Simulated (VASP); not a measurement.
Level of theory: optB88-vdW, VASP's PBE PAW potentials (set 64) (plane waves; VASP 6.6.1).

VASP ran on this input.

INCAR:
```
SYSTEM = Er
PREC = Accurate; ENCUT = 520; LREAL = .False.
LASPH = .True.
EDIFF = 1E-7; NELM = 100; ALGO = Normal
LMAXMIX = 6
ISMEAR = 1; SIGMA = 0.1
GGA = BO; LUSE_VDW = .True.; AGGAC = 0.0
PARAM1 = 0.1833333333; PARAM2 = 0.22
IBRION = 2; NSW = 30; ISIF = 4
EDIFFG = -0.01
LWAVE = .False.; LCHARG = .False.
```

POSCAR:
```
Er
1
    1.7582346009    -3.0453512301     0.0000000000
    1.7582346009     3.0453512301     0.0000000000
    0.0000000000     0.0000000000     5.4055798582
Er
2
Direct
  0.3333330000   0.6666670000   0.2500000000
  0.6666670000   0.3333330000   0.7500000000
```

**KPOINTS**
```
Automatic mesh
0
Gamma
12 12 7
0 0 0
```

POTCAR, in this order: Er_3 (PBE.64 set). Program: vasp_std.

The 4f electrons are frozen in the core of the lanthanide potential, so 4f levels, which can set the real gap, and their magnetism are missing.

**Question.** Predict the energy per atom (σ→0), band gap (on the k-mesh).

**Answer.** 
```json
{
  "energy per atom (σ→0)": "-1.809 eV/atom",
  "band gap (on the k-mesh)": "none (metal, semimetal or under 0.01 eV)"
}
```

OSZICAR:
```
...
       N       E                     dE             d eps       ncg     rms          rms(c)
DAV:   1    -0.362205680241E+01   -0.38317E-02   -0.17843E-01  3017   0.535E+00    0.287E-01
DAV:   2    -0.361982386786E+01    0.22329E-02   -0.44588E-03  3266   0.101E+00    0.189E-01
DAV:   3    -0.361872833962E+01    0.10955E-02   -0.12726E-03  3796   0.408E-01    0.101E-01
DAV:   4    -0.361873102650E+01   -0.26869E-05   -0.15485E-04  3275   0.104E-01    0.405E-02
DAV:   5    -0.361873047794E+01    0.54856E-06   -0.52610E-06  3732   0.320E-02    0.374E-03
DAV:   6    -0.361873040679E+01    0.71142E-07   -0.41811E-07  2658   0.679E-03
   3 F= -.36187304E+01 E0= -.36182127E+01  d E =-.196946E-02
```

The compound is Er in the hcp structure. This cell is one point of a volume scan, at 0.97 of the reference volume. Symmetry was kept, so distortions that lower it aren't found.
